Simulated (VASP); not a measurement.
Input:

```
Y
1.0
    1.80045    -3.11848     0.00000
    1.80045     3.11848     0.00000
    0.00000     0.00000     5.54419
Y
2
Direct
  0.33333   0.66667   0.25000
  0.66667   0.33333   0.75000
```

Level of theory: PBEsol GGA, VASP's PBE PAW potentials (set 64) (plane waves; VASP). Run with 480 eV cut-off, 12×12×6 Γ-centred mesh, first-order Methfessel-Paxton smearing of 0.10 eV, potentials Y_sv.

Energy and stress use the plane-wave basis of the starting cell.

Question: The ions, cell shape and volume at an external pressure of 5.0 GPa are relaxed. Give the cell that the relaxation ends in.

Answer: 
```
Y
1.0
    1.73732    -3.00912     0.00000
    1.73732     3.00912     0.00000
    0.00000     0.00000     5.39364
Y
2
Direct
  0.33333   0.66667   0.25000
  0.66667   0.33333   0.75000
```
Space group P6_3/mmc (194), at a tolerance of 0.03 Å.

Question: How do energy and volume change from the first to the last step?

Answer: The energy (σ→0) changes by +44.2 meV/atom and the volume by -9.4 %, in 7 ionic steps.

```json
[
 {"step": "1", "E(σ→0) (eV)": "-13.6421", "max force (eV/Å)": "0.000", "pressure (GPa)": "0.13", "volume (Å³)": "62.26"},
 {"step": "2", "E(σ→0) (eV)": "-13.4645", "max force (eV/Å)": "0.000", "pressure (GPa)": "7.53", "volume (Å³)": "54.11"},
 {"step": "3", "E(σ→0) (eV)": "-13.5540", "max force (eV/Å)": "0.000", "pressure (GPa)": "4.99", "volume (Å³)": "56.42"},
 {"step": "4", "E(σ→0) (eV)": "-13.5504", "max force (eV/Å)": "0.000", "pressure (GPa)": "5.10", "volume (Å³)": "56.30"},
 {"step": "5", "E(σ→0) (eV)": "-13.5548", "max force (eV/Å)": "0.000", "pressure (GPa)": "4.96", "volume (Å³)": "56.44"},
 {"step": "6", "E(σ→0) (eV)": "-13.5569", "max force (eV/Å)": "0.000", "pressure (GPa)": "4.88", "volume (Å³)": "56.50"},
 {"step": "7", "E(σ→0) (eV)": "-13.5536", "max force (eV/Å)": "0.000", "pressure (GPa)": "4.99", "volume (Å³)": "56.39"}
]
```

The compound is Y in the hcp structure. This run relaxes it under an external pressure of 5 GPa. Symmetry was kept, so distortions that lower it aren't found.
